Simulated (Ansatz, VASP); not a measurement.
## One calculation of KCdCO3F, two programs

The input INCAR:

```
PREC     = Accurate       # precision mode
ENCUT    = 520            # plane-wave cutoff, eV
EDIFF    = 1E-8           # SCF threshold, eV
ISMEAR   = -1             # smearing method
SIGMA    = 0.02           # smearing width, eV
LREAL    = F              # projectors in reciprocal space
LASPH    = T              # aspherical terms in the spheres
NELM     = 100            # most SCF steps
ALGO     = Normal         # electronic algorithm
ISIF     = 2              # what is computed and relaxed
LWAVE    = F              # write WAVECAR
LCHARG   = F              # write CHGCAR
GGA      = PE             # functional
LEFG     = T            
NBANDS   = 63             # bands
```

Contents of KPOINTS:

```
regular mesh
0
Gamma
  5 5 3
```

File POSCAR:

```
KCdCO3F
1.0
    5.1349000000      0.0000000000      0.0000000000
   -2.5674500000      4.4469538459      0.0000000000
    0.0000000000      0.0000000000      8.8460000000
K Cd C O F
2 2 2 6 2
Direct
    0.6666666667      0.3333333333      0.5000000000
    0.6666666667      0.3333333333      0.0000000000
    0.0000000000      0.0000000000      0.2500000000
    0.0000000000      0.0000000000      0.7500000000
    0.3333333333      0.6666666667      0.2500000000
    0.3333333333      0.6666666667      0.7500000000
    0.4062000000      0.9453000000      0.2500000000
    0.5391000000      0.5938000000      0.2500000000
    0.0547000000      0.4609000000      0.2500000000
    0.0547000000      0.5938000000      0.7500000000
    0.4062000000      0.4609000000      0.7500000000
    0.5391000000      0.9453000000      0.7500000000
    0.0000000000      0.0000000000      0.5000000000
    0.0000000000      0.0000000000      0.0000000000
```

Input for Ansatz:

```yaml
crystal:
  lattice:
    - [5.1349, 0.0, 0.0]
    - [-2.56745, 4.4469538459, 0.0]
    - [0.0, 0.0, 8.846]
  atoms:
    - { symbol: K, position: [0.6666666667, 0.3333333333, 0.5] }
    - { symbol: K, position: [0.6666666667, 0.3333333333, 0.0] }
    - { symbol: Cd, position: [0.0, 0.0, 0.25] }
    - { symbol: Cd, position: [0.0, 0.0, 0.75] }
    - { symbol: C, position: [0.3333333333, 0.6666666667, 0.25] }
    - { symbol: C, position: [0.3333333333, 0.6666666667, 0.75] }
    - { symbol: O, position: [0.4062, 0.9453, 0.25] }
    - { symbol: O, position: [0.5391, 0.5938, 0.25] }
    - { symbol: O, position: [0.0547, 0.4609, 0.25] }
    - { symbol: O, position: [0.0547, 0.5938, 0.75] }
    - { symbol: O, position: [0.4062, 0.4609, 0.75] }
    - { symbol: O, position: [0.5391, 0.9453, 0.75] }
    - { symbol: F, position: [0.0, 0.0, 0.5] }
    - { symbol: F, position: [0.0, 0.0, 0.0] }
kpoints:
  mp_grid: { grid: [5, 5, 3] }
scf:
  occupations: { method: fermi_dirac, width: 0.02 }
hamiltonian:
  xc: pbe
  pseudopotentials: { kind: paw }
output:
  forces: true
  stress: true
  populations: true
  efg:
    quadrupole_moments_barn: { K: 0.0603, O: -0.02558 }
    contact_densities: true
```

Alike in both runs: task electric field gradients; functional PBE; k mesh 5 × 5 × 3; occupations fermi-dirac, width 0.02 eV; no spin polarisation.

|  | VASP | Ansatz |
| --- | --- | --- |
| version | VASP 6.6.1 | Ansatz 0.2.0 |
| potentials or method | VASP PAW PBE potentials, release 64 (K_sv, Cd, C, O, F) | plane-wave PAW, scalar-relativistic |
| plane-wave cutoff (eV) | 520 | 420 |
| valence electrons in the cell | 100 | 116 |

VASP gave:

- gap on the k mesh at the Fermi level (eV): 3.20
- pressure (GPa): 5.3
- largest component of the traceless stress (GPa): 1.27
- rms of the force components (eV/Å): 0.292
- Vzz of the field gradient on the site that differs most (V/Å²): 35.4

**Question.** Which values does Ansatz return?

**Answer.** gap on the k mesh at the Fermi level (eV): 3.22; pressure (GPa): 4.4; largest component of the traceless stress (GPa): 0.78; rms of the force components (eV/Å): 0.200; Vzz of the field gradient on the site that differs most (V/Å²): 25.4.

Atom by atom the forces differ by 0.092 eV/Å (rms over components). The two sets of potentials don't hold the same shells in valence. Ansatz warned: «gradients_without_spin_orbit».

Caveats: an odd mesh through Γ misses points on the zone boundary, where band edges often lie. PBE gaps usually lie below the measured ones, often by a third to a half.
